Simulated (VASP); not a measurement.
Computed with PBE GGA, VASP's PBE PAW potentials (set 64) (plane waves; VASP).

A VASP calculation is set up with these files.

POSCAR:
```
CaO
1.0
  0.0000000000   2.4195481199   2.4195481199
  2.4195481199   0.0000000000   2.4195481199
  2.4195481199   2.4195481199   0.0000000000
Ca O
1 1
Cart
  0.0000000000   0.0000000000   0.0000000000
  2.4195481199   2.4195481199   2.4195481199
```

INCAR:
```
# general
SYSTEM   =  CaO
PREC     =  Accurate
ENCUT    =  620
LREAL    =  .FALSE.
LASPH    =  .TRUE.

# electronic loop
EDIFF    =  1E-6
NELM     =  100
ALGO     =  Normal

# smearing
ISMEAR   =  0
SIGMA    =  0.05

# functional
GGA      =  PE

# ions
IBRION   =  2
NSW      =  40
ISIF     =  3
EDIFFG   =  -0.02
PSTRESS  =  50

# output
LWAVE    =  .FALSE.
LCHARG   =  .FALSE.
```

### KPOINTS
```
Automatic mesh
0
Gamma
9 9 9
0 0 0
```

POTCAR, in this order: Ca_sv O (PBE.64 set). Program: vasp_std.

Energy and stress use the plane-wave basis of the starting cell.

Question: Estimate the energy per atom (σ→0), volume per atom.

Answer: 
The energy per atom (σ→0) comes out as -6.395 eV/atom and the volume per atom is 13.55 Å³/atom.

File OSZICAR:
```
...
DAV:   2    -0.127997471961E+02    0.44487E-01   -0.16992E-01   944   0.404E+00    0.619E-01
DAV:   3    -0.127911065492E+02    0.86406E-02   -0.20413E-02  1440   0.189E+00    0.238E-01
DAV:   4    -0.127901753472E+02    0.93120E-03   -0.81168E-03  1344   0.837E-01    0.798E-02
DAV:   5    -0.127902141168E+02   -0.38770E-04   -0.78147E-05  1036   0.105E-01    0.750E-02
DAV:   6    -0.127905726532E+02   -0.35854E-03   -0.41632E-04  1352   0.123E-01    0.316E-02
DAV:   7    -0.127905905955E+02   -0.17942E-04   -0.55809E-05  1368   0.701E-02    0.465E-03
DAV:   8    -0.127905914501E+02   -0.85451E-06   -0.24962E-06  1088   0.115E-02
   3 F= -.11944746E+02 E0= -.11944746E+02  d E =-.203553E-01
```

The compound is CaO in the rock salt structure. This run relaxes it under an external pressure of 5 GPa. Symmetry was kept, so distortions that lower it aren't found.
